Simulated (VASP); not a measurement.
These are PBE GGA, VASP's PBE PAW potentials (set 64) (plane waves; VASP) values and carry that method's errors.

VASP input:

### POSCAR
```
Al2Au
1.0
  0.0000000000   3.0296560000   3.0296560000
  3.0296560000   0.0000000000   3.0296560000
  3.0296560000   3.0296560000   0.0000000000
Al Au
2 1
Cart
  1.5148280000   1.5148280000   1.5148280000
  4.5444840000   4.5444840000   4.5444840000
  0.0000000000   0.0000000000   0.0000000000
```

KPOINTS:
```
Automatic mesh
0
Gamma
4 4 4
0 0 0
```

**INCAR**
```
ALGO  =  Normal
EDIFF  =  1E-6
ENCUT  =  300
GGA  =  PE
ISIF  =  2
ISMEAR  =  -1
LASPH  =  .True.
LCHARG  =  .False.
LMAXMIX  =  6
LREAL  =  .False.
LWAVE  =  .False.
NELM  =  100
PREC  =  Accurate
SIGMA  =  0.1
SYSTEM  =  Al2Au
```

POTCAR, in this order: Al Au (PBE.64 set). Program: vasp_std.

At this cut-off the stress carries a Pulay error, which pulls relaxed volumes low. Gaps are read on the run's mesh, which can miss a band edge. Unless said otherwise, spin-orbit coupling is left out, though it shifts the bands of the heavy elements here.

What does the run give for the energy per atom (σ→0), pressure, band gap (on the k-mesh)?

| Property | Result |
|---|---|
| energy per atom (σ→0) | -4.010 eV/atom |
| band gap (on the k-mesh) | none (metal, semimetal or under 0.01 eV) |
| pressure | -1.16 GPa |

### OSZICAR
```
...
DAV:   7    -0.120781619456E+02    0.73184E-01   -0.30946E-01   196   0.602E+00    0.173E+00
DAV:   8    -0.120507671084E+02    0.27395E-01   -0.28796E-02   212   0.126E+00    0.394E-01
DAV:   9    -0.120497940113E+02    0.97310E-03   -0.38218E-03   208   0.713E-01    0.195E-01
DAV:  10    -0.120499995158E+02   -0.20550E-03   -0.30017E-04   200   0.130E-01    0.316E-02
DAV:  11    -0.120499972201E+02    0.22957E-05   -0.86174E-06   236   0.236E-02    0.130E-02
DAV:  12    -0.120500006807E+02   -0.34606E-05   -0.71429E-06   220   0.176E-02    0.377E-03
DAV:  13    -0.120500007889E+02   -0.10817E-06   -0.16942E-07   132   0.403E-03
   1 F= -.12050001E+02 E0= -.12029611E+02  d E =-.407798E-01
```

The structure comes from a computed database's Al2Au entry; how it stands against other phases isn't given here. The cell was not relaxed at this level. The k-mesh is coarse (spacing up to 0.45 per Å, 2π included), so the numbers may not be converged in it. The run is one of a series of settings (KPOINTS 4×4×4 Γ-centred mesh against the base run), some of them coarse on purpose. The electron count is odd and the run is not spin-polarised, which forces a metal.
